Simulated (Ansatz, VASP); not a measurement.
## Cross-check of HfC between VASP and Ansatz

One calculation is typed for both programs; each brings its own data sets. How far apart do they land? The cell is taken from a series of runs on this material, whose earlier steps may have relaxed, scaled, displaced or heated it; both programs get it as it stands.

Program: Ansatz 0.2.0. Level of theory: plane waves, with VASP 6.6.1 beside it; zone-centre phonons at PBEsol. Results are calculated unless marked as measured.

## Step 1: The starting structure

The structure is tetragonal, space group I4/mmm (No. 139). Conventional cell: a = 3.323 Å, b = 3.323 Å, c = 4.573 Å, α = 90.00°, β = 90.00°, γ = 90.00°. Nearest to C lie 6 Hf at 2.29 to 2.35 Å. Nearest to Hf lie 6 C at 2.29 to 2.35 Å. Farther neighbours are not listed.

## Step 2: VASP: zone-centre phonons, PBEsol

Second derivatives magnify differences that forces hide, and they need a tight electronic threshold.

Lines of VASP's logs that name or quote its potential files are left out, and so is its time.

Input file INCAR:

```
SYSTEM = HfC
PREC = Accurate
ENCUT = 600
EDIFF = 1E-08
NELM = 120
ISMEAR = 1
SIGMA = 0.2
LREAL = .FALSE.
ALGO = Normal
GGA = PS
NBANDS = 13
LASPH = .TRUE.
LORBIT = 11
LWAVE = .FALSE.
LCHARG = .FALSE.
ISIF = 2
IBRION = 8
GGA_COMPAT = .FALSE.
KPAR = 2
```

Input file POSCAR:

```
HfC
1.0
    0.0000000000      2.3496516720      2.2863105419
    2.3496516720      0.0000000000      2.2863105419
    2.3496516720      2.3496516720      0.0000000000
C Hf
1 1
Direct
    0.0000000000      0.0000000000      0.0000000000
    0.5000000000      0.5000000000      0.5000000000
```

Input file KPOINTS:

```
Automatic mesh
0
Gamma
16 16 16
0 0 0
```

PAW data sets: C and Hf_pv (PBE family, release 64).

Run with:

```
mpirun -np 2 vasp_std
```

Numbers of over 12 decimals in the logs are rounded to 6 here.

What it wrote:

```text
[banner, memory and clock lines left out]
running    2 mpi-ranks, on    1 nodes
 distrk:  each k-point on    1 cores,    2 groups
 distr:  one band on    1 cores,    1 groups

 POSCAR found type information on POSCAR C Hf
 POSCAR found :  2 types and       2 ions
|                                                                             |
|               ----> ADVICE to this user running VASP <----                  |
|                                                                             |
|     You enforced a specific xc type in the INCAR file but a different       |
|     [... a line on the potential file left out ...]
|     I HOPE YOU KNOW WHAT YOU ARE DOING!                                     |
|                                                                             |

 LDA part: xc-table for (Slater+PW92), standard interpolation
 POSCAR, INCAR and KPOINTS ok, starting setup
 FFT: planning ... GRIDC
 FFT: planning ... GRID_SOFT
 FFT: planning ... GRID
 WAVECAR not read
 entering main loop
       N       E                     dE             d eps       ncg     rms          rms(c)
DAV:   1     0.249235804090E+02    0.24924E+02   -0.85347E+03  9098   0.118E+03
DAV:   2    -0.232366513072E+02   -0.48160E+02   -0.45000E+02 11541   0.220E+02
DAV:   3    -0.250650624372E+02   -0.18284E+01   -0.18165E+01 11413   0.303E+01
DAV:   4    -0.250759189642E+02   -0.10857E-01   -0.10855E-01 10076   0.276E+00
DAV:   5    -0.250759961862E+02   -0.77222E-04   -0.77221E-04 11366   0.214E-01    0.577E+01
DAV:   6    -0.222429936018E+02    0.28330E+01   -0.12453E+01 10514   0.186E+01    0.410E+01
DAV:   7    -0.221790974514E+02    0.63896E-01   -0.57227E-01 10277   0.536E+00    0.238E+01
DAV:   8    -0.221667827888E+02    0.12315E-01   -0.71972E-02 11009   0.212E+00    0.544E+00
DAV:   9    -0.221604119003E+02    0.63709E-02   -0.28475E-02 10759   0.937E-01    0.196E+00
DAV:  10    -0.221599514540E+02    0.46045E-03   -0.18971E-03 10927   0.316E-01    0.466E-02
DAV:  11    -0.221599484836E+02    0.29704E-05   -0.89367E-05 10549   0.858E-02    0.243E-02
DAV:  12    -0.221599480617E+02    0.42188E-06   -0.29193E-06 11310   0.142E-02    0.682E-03
DAV:  13    -0.221599479112E+02    0.15053E-06   -0.29462E-07 11043   0.367E-03    0.172E-03
DAV:  14    -0.221599478916E+02    0.19519E-07   -0.26169E-08 10262   0.136E-03    0.586E-04
DAV:  15    -0.221599479025E+02   -0.10859E-07   -0.25948E-09  5077   0.458E-04    0.808E-05
DAV:  16    -0.221599479057E+02   -0.31732E-08   -0.40610E-10  4737   0.185E-04
   1 F= -.22159948E+02 E0= -.22159873E+02  d E =-.224653E-03
 Linear response reoptimize wavefunctions to high precision
DAV:   1    -0.221599479029E+02    0.27949E-08   -0.28516E-11  5272   0.468E-05
DAV:   2    -0.221599479029E+02    0.75033E-11   -0.31961E-12  4667   0.151E-05
 Linear response DOF=           4
 Linear response progress:
  Degree of freedom:   1/  4
       N       E                     dE             d eps       ncg     rms          rms(c)
RMM:   1    -0.120344606507E+00   -0.12034E+00    0.39793E-02 35749   0.184E+00
RMM:   2    -0.117722948574E+00    0.26217E-02   -0.29692E-03 25929   0.332E-01    0.364E-01
RMM:   3    -0.118093475715E+00   -0.37053E-03   -0.58161E-04 23641   0.138E-01    0.189E-01
RMM:   4    -0.118968485429E+00   -0.87501E-03   -0.36574E-04 24535   0.106E-01    0.345E-02
RMM:   5    -0.118969155538E+00   -0.67011E-06   -0.97576E-06 26885   0.229E-02    0.102E-02
RMM:   6    -0.118967777202E+00    0.13783E-05   -0.42281E-07 28487   0.427E-03    0.447E-03
RMM:   7    -0.118957874692E+00    0.99025E-05   -0.82689E-08 27466   0.192E-03    0.267E-03
RMM:   8    -0.118960639948E+00   -0.27653E-05   -0.12756E-08 28685   0.730E-04    0.365E-04
RMM:   9    -0.118960086483E+00    0.55347E-06   -0.25093E-09 30247   0.141E-04    0.196E-04
RMM:  10    -0.118960075926E+00    0.10557E-07   -0.17079E-09 30633   0.358E-05    0.414E-05
RMM:  11    -0.118960068201E+00    0.77250E-08   -0.11294E-09 29515   0.111E-05    0.904E-06
 first order change of Fermi-energy  -0.13599E-02
 force on displaced ion       1 direction 1 :  -6.382   0.000   0.000
 Linear response progress:
  Degree of freedom:   2/  4
       N       E                     dE             d eps       ncg     rms          rms(c)
RMM:   1    -0.124005952597E+00   -0.12401E+00    0.25167E-02 19799   0.192E+00
RMM:   2    -0.119087738533E+00    0.49182E-02   -0.39711E-03 14582   0.369E-01    0.490E-01
RMM:   3    -0.119463898589E+00   -0.37616E-03   -0.73010E-04 13316   0.153E-01    0.259E-01
RMM:   4    -0.120408213968E+00   -0.94432E-03   -0.40719E-04 13625   0.112E-01    0.421E-02
RMM:   5    -0.120400794747E+00    0.74192E-05   -0.11729E-05 14870   0.254E-02    0.122E-02
RMM:   6    -0.120402670466E+00   -0.18757E-05   -0.44258E-07 15851   0.451E-03    0.473E-03
RMM:   7    -0.120390653788E+00    0.12017E-04   -0.11217E-07 15085   0.230E-03    0.266E-03
RMM:   8    -0.120394705268E+00   -0.40515E-05   -0.13336E-08 15938   0.774E-04    0.459E-04
RMM:   9    -0.120393838014E+00    0.86725E-06    0.30461E-09 16737   0.160E-04    0.182E-04
RMM:  10    -0.120393755780E+00    0.82234E-07   -0.32089E-10 16926   0.410E-05    0.299E-05
RMM:  11    -0.120393758501E+00   -0.27205E-08    0.61708E-10 16724   0.126E-05    0.558E-06
 first order change of Fermi-energy   0.16050E-02
 force on displaced ion       1 direction 3 :   0.000   0.000  -9.347
 Linear response progress:
  Degree of freedom:   3/  4
       N       E                     dE             d eps       ncg     rms          rms(c)
RMM:   1    -0.216672330224E+00   -0.21667E+00    0.36218E+00 17948   0.119E+01
RMM:   2    -0.213710008705E+00    0.29623E-02   -0.31384E-02 24923   0.129E+00    0.476E-01
RMM:   3    -0.213006245936E+00    0.70376E-03   -0.97084E-04 31276   0.155E-01    0.186E-01
RMM:   4    -0.212521222555E+00    0.48502E-03   -0.75413E-05 33649   0.532E-02    0.123E-01
RMM:   5    -0.212059711715E+00    0.46151E-03   -0.27932E-05 32903   0.396E-02    0.124E-02
RMM:   6    -0.212048290643E+00    0.11421E-04   -0.23077E-06 34087   0.100E-02    0.469E-03
RMM:   7    -0.212058938235E+00   -0.10648E-04   -0.30687E-07 35457   0.249E-03    0.527E-03
RMM:   8    -0.212059298159E+00   -0.35992E-06   -0.83185E-07 35331   0.557E-04    0.147E-03
RMM:   9    -0.212059509506E+00   -0.21135E-06   -0.14515E-06 36886   0.270E-04    0.174E-04
RMM:  10    -0.212059810278E+00   -0.30077E-06   -0.10324E-06 35650   0.925E-05    0.225E-05
RMM:  11    -0.212059871899E+00   -0.61621E-07   -0.45354E-07 38982   0.336E-05    0.348E-05
RMM:  12    -0.212059879857E+00   -0.79577E-08   -0.21774E-07 34599   0.125E-05    0.230E-05
RMM:  13    -0.212059889651E+00   -0.97945E-08   -0.11301E-07 30926   0.729E-06    0.124E-06
RMM:  14    -0.212059887678E+00    0.19738E-08   -0.62049E-08 24509   0.490E-06    0.470E-06
 first order change of Fermi-energy   0.14930E-02
 force on displaced ion       2 direction 1 :  -6.383   0.000   0.000
 Linear response progress:
  Degree of freedom:   4/  4
       N       E                     dE             d eps       ncg     rms          rms(c)
RMM:   1    -0.214212285328E+00   -0.21421E+00    0.38788E+00 10129   0.122E+01
RMM:   2    -0.210957203064E+00    0.32551E-02   -0.32000E-02 14034   0.131E+00    0.575E-01
RMM:   3    -0.210131822506E+00    0.82538E-03   -0.10311E-03 17451   0.166E-01    0.253E-01
RMM:   4    -0.209559555729E+00    0.57227E-03   -0.97053E-05 18610   0.623E-02    0.148E-01
RMM:   5    -0.209097207074E+00    0.46235E-03   -0.34760E-05 18586   0.429E-02    0.158E-02
RMM:   6    -0.209090278253E+00    0.69288E-05   -0.31984E-06 18740   0.119E-02    0.790E-03
RMM:   7    -0.209097578791E+00   -0.73005E-05   -0.30362E-07 19976   0.265E-03    0.767E-03
RMM:   8    -0.209097592045E+00   -0.13254E-07   -0.33213E-06 19689   0.664E-04    0.238E-03
RMM:   9    -0.209098057211E+00   -0.46517E-06   -0.31516E-06 20609   0.321E-04    0.324E-05
RMM:  10    -0.209098425333E+00   -0.36812E-06   -0.20890E-06 20046   0.109E-04    0.141E-05
RMM:  11    -0.209098503524E+00   -0.78190E-07   -0.10177E-06 21595   0.441E-05    0.342E-05
RMM:  12    -0.209098527624E+00   -0.24100E-07   -0.54228E-07 20336   0.203E-05    0.381E-05
RMM:  13    -0.209098541570E+00   -0.13946E-07   -0.27415E-07 17954   0.112E-05    0.972E-06
RMM:  14    -0.209098538561E+00    0.30097E-08   -0.16876E-07 14205   0.710E-06    0.129E-05
RMM:  15    -0.209098541457E+00   -0.28963E-08   -0.88464E-08 12407   0.501E-06    0.591E-06
 first order change of Fermi-energy  -0.13582E-02
 force on displaced ion       2 direction 3 :   0.000   0.000  -9.348
 Linear response finished
```

OUTCAR, selected parts (step 2):

```text
ion  position               nearest neighbor table
   1  0.000  0.000  0.000-   2 2.29   2 2.29   2 2.35   2 2.35   2 2.35   2 2.35
   2  0.500  0.500  0.500-   1 2.29   1 2.29   1 2.35   1 2.35   1 2.35   1 2.35

  LATTYP: Found a body centered tetragonal cell.
 ALAT       =     3.3229092614
 C/A-ratio  =     1.3760896624

 Subroutine GETGRP returns: Found 16 space group operations
 (whereof 16 operations were pure point group operations)

The static configuration has the point symmetry D_4h.

 Found    349 irreducible k-points:

   k-points           NKPTS =    349   k-points in BZ     NKDIM =    349   number of bands    NBANDS=     13

   dimension x,y,z NGX =    28 NGY =   28 NGZ =   28
   dimension x,y,z NGXF=    56 NGYF=   56 NGZF=   56

   ENCUT  =  600.0 eV  44.10 Ry    6.64 a.u.   6.55  6.55  6.64*2*pi/ulx,y,z

   NELECT =      14.0000    total number of electrons

 k-points in reciprocal lattice and weights: Automatic mesh
   0.00000000  0.00000000  0.00000000       0.000
   0.06250000  0.00000000  0.00000000       0.002
   0.12500000  0.00000000  0.00000000       0.002
   0.18750000  0.00000000  0.00000000       0.002
   0.25000000  0.00000000  0.00000000       0.002
   0.31250000  0.00000000  0.00000000       0.002
   0.37500000  0.00000000  0.00000000       0.002
   0.43750000  0.00000000  0.00000000       0.002
   0.50000000  0.00000000  0.00000000       0.001
[...]
-0.31250000  0.18750000  0.50000000       0.001
  -0.25000000  0.25000000  0.50000000       0.000

 average (electrostatic) potential at core
       1 -47.9268       2 -35.3306

  Total       -1.7836098     -1.7836098     -0.0672783      0.0000000      0.0000000      0.0000000
  in kB     -113.1978701   -113.1978701     -4.2698600      0.0000000      0.0000000      0.0000000
  external PRESSURE =     -76.8885334 kB  Pullay stress =       0.0000000 kB

  energy-cutoff  :      600.00
  volume of cell :       25.24
      direct lattice vectors                 reciprocal lattice vectors
     0.000000000  2.349651672  2.286310542    -0.212797499  0.212797499  0.218692951
     2.349651672  0.000000000  2.286310542     0.212797499 -0.212797499  0.218692951
     2.349651672  2.349651672  0.000000000     0.212797499  0.212797499 -0.218692951

 POSITION                                       TOTAL-FORCE (eV/Angst)
 -----------------------------------------------------------------------------------
      0.00000      0.00000      0.00000        -0.000000      0.000000     -0.000000
      2.34965      2.34965      2.28631         0.000000     -0.000000      0.000000
 -----------------------------------------------------------------------------------
    total drift:                                0.000000      0.000000      0.000000

 Eigenvectors and eigenvalues of the dynamical matrix
 ----------------------------------------------------

   1 f  =   14.247349 THz    89.518733 2PiTHz  475.240404 cm-1    58.922274 meV
             X         Y         Z           dx          dy          dz
      0.000000  0.000000  0.000000     0.000000    0.000000    0.967959
      2.349652  2.349652  2.286311     0.000000   -0.000000   -0.251108

   2 f  =   11.773009 THz    73.971994 2PiTHz  392.705293 cm-1    48.689229 meV
             X         Y         Z           dx          dy          dz
      0.000000  0.000000  0.000000    -0.967956    0.000000    0.000000
      2.349652  2.349652  2.286311     0.251120    0.000000    0.000000

   3 f  =   11.773009 THz    73.971994 2PiTHz  392.705293 cm-1    48.689229 meV
             X         Y         Z           dx          dy          dz
      0.000000  0.000000  0.000000     0.000000    0.967956   -0.000000
      2.349652  2.349652  2.286311     0.000000   -0.251120    0.000000

   4 f/i=    0.000171 THz     0.001074 2PiTHz    0.005703 cm-1     0.000707 meV
             X         Y         Z           dx          dy          dz
      0.000000  0.000000  0.000000     0.000000   -0.000000    0.251108
      2.349652  2.349652  2.286311     0.000000   -0.000000    0.967959

   5 f/i=    0.000281 THz     0.001763 2PiTHz    0.009358 cm-1     0.001160 meV
             X         Y         Z           dx          dy          dz
      0.000000  0.000000  0.000000     0.000000    0.251120    0.000000
      2.349652  2.349652  2.286311     0.000000    0.967956    0.000000

   6 f/i=    0.000281 THz     0.001763 2PiTHz    0.009358 cm-1     0.001160 meV
             X         Y         Z           dx          dy          dz
      0.000000  0.000000  0.000000    -0.251120    0.000000    0.000000
      2.349652  2.349652  2.286311    -0.967956    0.000000    0.000000

 ELASTIC MODULI CONTR FROM IONIC RELAXATION (kBar)
 Direction    XX          YY          ZZ          XY          YZ          ZX
 --------------------------------------------------------------------------------
 XX           0.0000      0.0000      0.0000      0.0000      0.0000      0.0000
 YY           0.0000      0.0000      0.0000      0.0000      0.0000      0.0000
 ZZ           0.0000      0.0000      0.0000      0.0000      0.0000      0.0000
 XY           0.0000      0.0000      0.0000      0.0000      0.0000      0.0000
 YZ           0.0000      0.0000      0.0000      0.0000      0.0000      0.0000
 ZX           0.0000      0.0000      0.0000      0.0000      0.0000      0.0000
 --------------------------------------------------------------------------------
```

[end of part 1 of 2]

[Lines on the potential files, build, host, timing and source positions are cut from VASP's logs without a mark.]

[Logs are printed without paths, hosts, clocks, repeated set-up lines and the standing remarks that a program may print on its own settings, such as how far it seeks lower states.]

[Hosts, paths, dates, database ids (printed as entryN), source tags and the programs' standing remarks are cut or masked in the printed files.]
